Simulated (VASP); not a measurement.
Input:

```
CELL_PARAMETERS angstrom
      3.85961     0.00000     0.00000
      0.00000     3.85961     0.00000
      0.00000     0.00000     3.85961
ATOMIC_POSITIONS crystal
  Sr 0.00000 0.00000 0.00000
  Ti 0.50000 0.50000 0.50000
  O  0.50000 0.00000 0.50000
  O  0.00000 0.50000 0.50000
  O  0.50000 0.50000 0.00000
```

These are LDA (Ceperley-Alder, Perdew-Zunger), VASP's LDA PAW potentials (set 64) (plane waves; VASP) values and carry that method's errors. Settings: 620 eV cut-off, 6×6×6 Γ-centred mesh, Gaussian smearing of 0.050 eV, potentials Sr_sv Ti_sv O.

Energy and stress use the plane-wave basis of the starting cell.

Task: The ions, cell shape and volume at an external pressure of 5.0 GPa are relaxed. Which structure does the run end with?

Result: 
```
CELL_PARAMETERS angstrom
      3.82953     0.00000     0.00000
      0.00000     3.82953     0.00000
      0.00000     0.00000     3.82953
ATOMIC_POSITIONS crystal
  Sr 0.00000 0.00000 0.00000
  Ti 0.50000 0.50000 0.50000
  O  0.50000 0.00000 0.50000
  O  0.00000 0.50000 0.50000
  O  0.50000 0.50000 0.00000
```
Space group Pm-3m (221), at a tolerance of 0.03 Å.

Task: How do energy and volume change from the first to the last step?

Result: The energy (σ→0) changes by +4.0 meV/atom and the volume by -2.3 %, in 3 ionic steps.

The compound is SrTiO3 in the cubic perovskite structure, the ideal cubic form; the compound distorts at low or room temperature. This run relaxes it under an external pressure of 5 GPa. Symmetry was kept, so distortions that lower it aren't found.
